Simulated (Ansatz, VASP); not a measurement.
## AlB2N3 in VASP and in Ansatz

```
Al B N
1.0
     3.32012    0.00000    0.00000
    -1.66006    2.87531    0.00000
     0.00000    0.00000    6.20499
Al B N
1 2 3
Direct
  0.00000 0.00000 0.00000
  0.66667 0.33333 0.24807
  0.66667 0.33333 0.75193
  0.00000 0.00000 0.50000
  0.33333 0.66667 0.00000
  0.33333 0.66667 0.50000
```

Change from the starting cell: species swapped into the Ce2CuGe3 type (P-6m2, No. 187).

Alike in both runs: task single point; functional PBE; k mesh 6 × 6 × 4; occupations gaussian, width 0.1 eV; no spin polarisation.

|  | VASP | Ansatz |
| --- | --- | --- |
| version | VASP 6.6.1 | Ansatz 0.2.0 |
| potentials or method | VASP PAW PBE potentials, release 64 (Al, B, N) | scalar-relativistic, plane waves, PAW |
| plane-wave cutoff (eV) | 520 | 420 |
| valence electrons in the cell | 24 | 24 |

VASP gave:

```
gap on the k mesh at the Fermi level (eV)       : none
pressure (GPa)                                  : -3.4
largest component of the traceless stress (GPa) : 5.78
rms of the force components (eV/Å)              : 0.693
```

Task: What did Ansatz give for the same quantities?

Result: gap on the k mesh at the Fermi level (eV): none; pressure (GPa): -3.3; largest component of the traceless stress (GPa): 5.76; rms of the force components (eV/Å): 0.694.

Atom by atom the forces differ by 0.001 eV/Å (rms over components). A gap of «none» marks a metal or a gap that the smearing closes.

Caveats: the k mesh is coarse (spacing up to 0.36 Å⁻¹), so the values aren't converged; forces of over 1 eV/Å show positions far from the minimum, so gaps and moduli don't describe the material at rest.
